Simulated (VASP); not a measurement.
Calculation: PBEsol GGA, VASP's PBE PAW potentials (set 64) (plane waves; VASP 6.6.1).

Input for VASP

INCAR:
```
! general
SYSTEM  = AlN
PREC    = Accurate
ENCUT   = 620
LREAL   = .FALSE.
LASPH   = .TRUE.   ! aspherical one-centre terms

! electronic loop
EDIFF   = 1E-6
NELM    = 100   ! most electronic steps
ALGO    = Normal

! smearing
ISMEAR  = 0
SIGMA   = 0.05   ! width (eV)

! functional
GGA     = PS   ! PBEsol

! ions
IBRION  = 2   ! conjugate gradients
NSW     = 40   ! most ionic steps
ISIF    = 3
EDIFFG  = -0.02   ! ionic stop
PSTRESS = 50   ! kbar

! output
LWAVE   = .FALSE.
LCHARG  = .FALSE.
```

File POSCAR:
```
AlN
1
    0.0000000000     2.1710852347     2.1710852347
    2.1710852347    -0.0000000000     2.1710852347
    2.1710852347     2.1710852347     0.0000000000
Al N
1 1
Direct
  0.0000000000   0.0000000000   0.0000000000
  0.2500000000   0.2500000000   0.2500000000
```

### KPOINTS
```
kpoints
0
gamma
  10 10 10
0 0 0
```

POTCAR, in this order: Al N (PBE.64 set). Program: vasp_std.

The resulting files:

File OSZICAR:
```
       N       E                     dE             d eps       ncg     rms          rms(c)
DAV:   1     0.133437465559E+02    0.13344E+02   -0.45513E+03   792   0.976E+02
DAV:   2    -0.172002747515E+02   -0.30544E+02   -0.28851E+02  1008   0.170E+02
DAV:   3    -0.178719294053E+02   -0.67165E+00   -0.67165E+00   888   0.309E+01
DAV:   4    -0.178740866753E+02   -0.21573E-02   -0.21573E-02  1152   0.164E+00
DAV:   5    -0.178740894387E+02   -0.27634E-05   -0.27634E-05   880   0.452E-02    0.837E+00
DAV:   6    -0.156535675364E+02    0.22205E+01   -0.12317E+01   888   0.239E+01    0.295E+00
DAV:   7    -0.156232244347E+02    0.30343E-01   -0.10350E-01   800   0.322E+00    0.196E+00
DAV:   8    -0.156057461629E+02    0.17478E-01   -0.18734E-02   864   0.193E+00    0.384E-01
DAV:   9    -0.156055197615E+02    0.22640E-03   -0.65558E-04  1064   0.220E-01    0.202E-01
DAV:  10    -0.156055658219E+02   -0.46060E-04   -0.11710E-04   856   0.956E-02    0.513E-02
DAV:  11    -0.156055640893E+02    0.17326E-05   -0.38266E-06   904   0.183E-02    0.954E-03
DAV:  12    -0.156055642358E+02   -0.14643E-06   -0.19377E-07   440   0.520E-03
   1 F= -.14966830E+02 E0= -.14966830E+02  d E =-.149668E+02
```

File OUTCAR:
```
------------------------ aborting loop because EDIFF is reached ----------------------------------------
  FORCE on cell =-STRESS in cart. coord.  units (eV):
  Direction    XX          YY          ZZ          XY          YZ          ZX
  --------------------------------------------------------------------------------------
  Total        0.6380078      0.6380078      0.6380078      0.0000000      0.0000000     -0.0000000
  in kB       49.9431513     49.9431513     49.9431513      0.0000000      0.0000000     -0.0000000
  external PRESSURE =      -0.0568487 kB  Pullay stress =      50.0000000 kB
  volume of cell :       20.47
      direct lattice vectors                 reciprocal lattice vectors
     0.000000000  2.171085235  2.171085235    -0.230299572  0.230299572  0.230299572
     2.171085235  0.000000000  2.171085235     0.230299572 -0.230299572  0.230299572
     2.171085235  2.171085235  0.000000000     0.230299572  0.230299572 -0.230299572
  FREE ENERGIE OF THE ION-ELECTRON SYSTEM (eV)
  ---------------------------------------------------
  free  energy   TOTEN  =       -15.6055642358 eV

  energy  without entropy=      -15.6055642358  energy(sigma->0) =      -15.60556424
  enthalpy is  TOTEN    =       -14.9668302291 eV   P V=        0.6387340066

 reached required accuracy - stopping structural energy minimisation
```
(Selected blocks of OUTCAR.)

The structure was generated: AlN was put into the zinc blende type (F-43m), which need not be its known phase. It was relaxed first under an external pressure of 5 GPa.
